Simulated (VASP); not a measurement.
Given:

```
SnO
1.0
    3.31954     0.00000     0.00000
    0.00000     5.70115     0.00000
    0.00000     0.00000     3.81374
Sn O
2 2
Cartesian
  0.00000   1.34344   2.02791
  1.65977   4.35771   0.12104
  0.00000   5.02849   2.73927
  1.65977   0.67266   0.83240
```

The numbers are results of PBEsol GGA, VASP's PBE PAW potentials (set 64) (plane waves; VASP), not measurements. Numerical set-up: 520 eV cut-off, 8×5×7 Γ-centred mesh, tetrahedra with Blöchl corrections, potentials Sn_d O.

The cores are frozen, which limits the accuracy of field gradients. Without a dispersion term in the relaxation, distances and binding between the weakly bound layers, chains or molecules are unreliable, and so is what depends on them.

Q: Give the principal components of the electric field gradient (V/Å²) and the asymmetry η at each nucleus.

A: 
```csv
atom,Vxx,Vyy,Vzz,η
Sn1,156.3,59.6,-215.9,0.45
Sn2,156.3,59.6,-215.9,0.45
O3,30.6,23.8,-54.4,0.12
O4,30.6,23.8,-54.4,0.12
```

The structure comes from a computed database's SnO entry (Pmn2_1); how it stands against other phases isn't given here. It was relaxed first, which changed the volume by -10 %.
